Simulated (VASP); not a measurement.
Output of a VASP run:

File OSZICAR:
```
       N       E                     dE             d eps       ncg     rms          rms(c)
DAV:   1     0.201938565869E+03    0.20194E+03   -0.90800E+03  3280   0.118E+03
DAV:   2     0.540736697748E+01   -0.19653E+03   -0.18876E+03  3576   0.348E+02
DAV:   3    -0.166349385389E+02   -0.22042E+02   -0.21205E+02  5128   0.108E+02
DAV:   4    -0.182345892203E+02   -0.15997E+01   -0.15938E+01  4648   0.241E+01
DAV:   5    -0.183267921766E+02   -0.92203E-01   -0.92193E-01  4376   0.470E+00    0.132E+01
DAV:   6    -0.183008955234E+02    0.25897E-01   -0.18987E+01  4312   0.429E+01    0.130E+01
DAV:   7    -0.165491173753E+02    0.17518E+01   -0.12825E+01  4264   0.352E+01    0.592E+00
DAV:   8    -0.163771979675E+02    0.17192E+00   -0.84670E-01  4064   0.803E+00    0.342E+00
DAV:   9    -0.163673501390E+02    0.98478E-02   -0.34903E-01  4376   0.497E+00    0.161E+00
DAV:  10    -0.163578011262E+02    0.95490E-02   -0.21737E-02  4360   0.159E+00    0.124E+00
DAV:  11    -0.163535484183E+02    0.42527E-02   -0.18451E-02  4296   0.136E+00    0.597E-01
DAV:  12    -0.163536232613E+02   -0.74843E-04   -0.10627E-03  4296   0.257E-01    0.421E-01
DAV:  13    -0.163536214284E+02    0.18329E-05   -0.16619E-04  4168   0.110E-01    0.247E-01
DAV:  14    -0.163535549063E+02    0.66522E-04   -0.22299E-04  4200   0.101E-01    0.442E-02
DAV:  15    -0.163535581146E+02   -0.32083E-05   -0.28796E-05  4376   0.378E-02    0.278E-02
DAV:  16    -0.163535529859E+02    0.51286E-05   -0.71014E-06  3856   0.266E-02    0.110E-02
DAV:  17    -0.163535517803E+02    0.12056E-05   -0.49105E-06  4136   0.205E-02    0.966E-03
DAV:  18    -0.163535522470E+02   -0.46670E-06   -0.33233E-07  2360   0.714E-03
   1 F= -.17929704E+02 E0= -.17928699E+02  d E =-.200944E-02  mag=    -0.0000     0.0000    -0.0000
       N       E                     dE             ncg
```

File OUTCAR:
```
------------------------ aborting loop because EDIFF is reached ----------------------------------------
 Edisp (eV)   -1.57615
  FORCE on cell =-STRESS in cart. coord.  units (eV):
  Direction    XX          YY          ZZ          XY          YZ          ZX
  --------------------------------------------------------------------------------------
  Total       0.04101     0.04101     0.08619     0.00000    -0.00000    -0.00000
  in kB       0.87446     0.87446     1.83774     0.00000    -0.00000    -0.00000
  external pressure =        1.20 kB  Pullay stress =        0.00 kB
  volume of cell :       75.15
      direct lattice vectors                 reciprocal lattice vectors
     3.692729383  0.000000000  0.000000000     0.270802406  0.156347839  0.000000000
    -1.846364691  3.197997501  0.000000000     0.000000000  0.312695679  0.000000000
     0.000000000  0.000000000  6.363236484     0.000000000  0.000000000  0.157152732
 POSITION                                       TOTAL-FORCE (eV/Angst)
 -----------------------------------------------------------------------------------
      0.00000      0.00000      0.00000        -0.000000      0.000000      0.000000
      1.84637      1.06600      1.73125         0.000000      0.000000      0.019129
     -0.00000      2.13200      4.63198        -0.000000     -0.000000     -0.019129
 -----------------------------------------------------------------------------------
    total drift:                                0.000000     -0.000000      0.000000
  FREE ENERGIE OF THE ION-ELECTRON SYSTEM (eV)
  ---------------------------------------------------
  free  energy   TOTEN  =       -17.9297040876 eV

  energy  without entropy=      -17.9276946474  energy(sigma->0) =      -17.92869937

 Ion:    1  E_soc:     -0.0143927

 Ion:    2  E_soc:     -0.2097612

 Ion:    3  E_soc:     -0.2097612
```
(Selected blocks of OUTCAR.)

**POSCAR**
```
TiTe2
1
    3.6927293827    -0.0000000000    -0.0000000000
   -1.8463646913     3.1979975013    -0.0000000000
   -0.0000000000    -0.0000000000     6.3632364840
Ti Te
1 2
Direct
  0.0000000000   0.0000000000   1.0000000000
  0.6666670000   0.3333330000   0.2720712803
  0.3333330000   0.6666670000   0.7279287197
```

Problem. Reconstruct the remaining input files.

Solution. Several could match; the one computed here: the input of the run itself, PBE GGA with D3 dispersion (Becke-Johnson damping) with spin-orbit coupling, plane waves, VASP's PBE PAW potentials (set 64).

**INCAR**
```
SYSTEM = TiTe2
PREC = Accurate
ENCUT = 400
EDIFF = 1E-6
NELM = 100
ALGO = Normal
LREAL = .FALSE.
LASPH = .TRUE.
ISMEAR = 0
SIGMA = 0.05
GGA = PE
IVDW = 12
LMAXMIX = 4
LWAVE = .FALSE.
LCHARG = .FALSE.
LSORBIT = .TRUE.
MAGMOM = 0 0 0 0 0 0 0 0 0
GGA_COMPAT = .FALSE.
```

File KPOINTS_OPT:
```
k-points along high-symmetry lines
5
Line-mode
Reciprocal
  0.000000   0.000000   0.000000 ! GAMMA
  0.500000   0.000000   0.000000 ! M

  0.500000   0.000000   0.000000 ! M
  0.333333   0.333333   0.000000 ! K

  0.333333   0.333333   0.000000 ! K
  0.000000   0.000000   0.000000 ! GAMMA

  0.000000   0.000000   0.000000 ! GAMMA
  0.000000   0.000000   0.500000 ! A

  0.000000   0.000000   0.500000 ! A
  0.500000   0.000000   0.500000 ! L

  0.500000   0.000000   0.500000 ! L
  0.333333   0.333333   0.500000 ! H

  0.333333   0.333333   0.500000 ! H
  0.000000   0.000000   0.500000 ! A

  0.500000   0.000000   0.500000 ! L
  0.500000   0.000000   0.000000 ! M

  0.333333   0.333333   0.500000 ! H
  0.333333   0.333333   0.000000 ! K
```

**KPOINTS**
```
Automatic mesh
0
Gamma
9 9 5
0 0 0
```

POTCAR, in this order: Ti_sv Te (PBE.64 set). Program: vasp_ncl.

The structure comes from a measured TiTe2 entry (P-3m1) of the Crystallography Open Database, whose conditions weren't checked. It was relaxed first, which changed the volume by -6 %.
